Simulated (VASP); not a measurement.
An input for Ansatz (written as the equivalent of a VASP run, and not itself run):

Ansatz 0.2 input:
```yaml
crystal:
  lattice:
    - [3.9922339, 0.0000000, 0.0000000]
    - [-1.9961169, 3.4573764, 0.0000000]
    - [0.0000000, 0.0000000, 6.5959105]
  atoms:
    - { symbol: Cd, position: [0.0000000, 0.0000000, 0.0000000] }
    - { symbol: Cd, position: [0.0000000, 0.0000000, 0.5000000] }
    - { symbol: Se, position: [0.3333330, 0.6666670, 0.2500000] }
    - { symbol: Se, position: [0.6666670, 0.3333330, 0.7500000] }
kpoints:
  mp_grid: { grid: [9, 9, 5] }
hamiltonian:
  xc: pbesol
  pseudopotentials: { kind: paw }
scf:
  occupations: { method: methfessel_paxton, width: 0.1 }
  max_iter: 100
relax:
  max_steps: 40
  f_tol: 0.02
  cell: {}
output: { forces: true, stress: true, eigenvalues: true }
```

Task: Write the VASP files for the same calculation (PBEsol).

Result: One answer among several that fit: 
**INCAR**
```
LREAL = .False.
NELM = 100
LCHARG = .False.
NSW = 40   # most ionic steps
SIGMA = 0.1   # width (eV)
EDIFF = 1E-6
EDIFFG = -0.02   # ionic stop
ALGO = Normal   # blocked Davidson
LMAXMIX = 4   # l cut-off of mixed one-centre charges
LWAVE = .False.
LASPH = .True.
ISMEAR = 1   # Methfessel-Paxton
PREC = Accurate
ENCUT = 500   # plane-wave cut-off (eV)
GGA = PS   # PBEsol
IBRION = 2
SYSTEM = CdSe
ISIF = 3   # ions, shape and volume
```

**POSCAR**
```
CdSe
1
    3.9922338899     0.0000000000     0.0000000000
   -1.9961169450     3.4573763775     0.0000000000
   -0.0000000000     0.0000000000     6.5959104611
Cd Se
2 2
Direct
  0.0000000000   0.0000000000   0.0000000000
  0.0000000000   0.0000000000   0.5000000000
  0.3333330000   0.6666670000   0.2500000000
  0.6666670000   0.3333330000   0.7500000000
```

**KPOINTS**
```
Automatic mesh
0
Gamma
9 9 5
0 0 0
```

POTCAR, in this order: Cd Se (PBE.64 set). Program: vasp_std.

The two are equivalent in intent, not identical: each code has its own PAW files, so the cut-off isn't converted (ENCUT is set for VASP's; basis.ecutwfc is left out, and Ansatz then takes the one that its files recommend); Ansatz stops its SCF on the density residual and VASP on the energy change (EDIFF).

The structure was generated: CdSe was put into the NiAs type type (P6_3/mmc), which need not be its known phase. It was relaxed first.
